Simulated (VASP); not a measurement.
Method: LDA (Ceperley-Alder, Perdew-Zunger), VASP's LDA PAW potentials (set 64) (plane waves; VASP 6.6.1).

Gaps are without spin-orbit coupling.

```yaml
volume_per_atom: 20.34 Å³/atom
band gap (over mesh and band path): 6.02 eV
smallest direct gap (over mesh and band path): 6.21 eV
```

Task: Which relaxed crystal gives these values?
A. Mg2SeS, P-4m2 (115)
B. AgCl, Fm-3m (225)
C. CdSe, P6_3mc (186)
D. BeCl2, Ibam (72)

Result: D, BeCl2, Ibam (72)
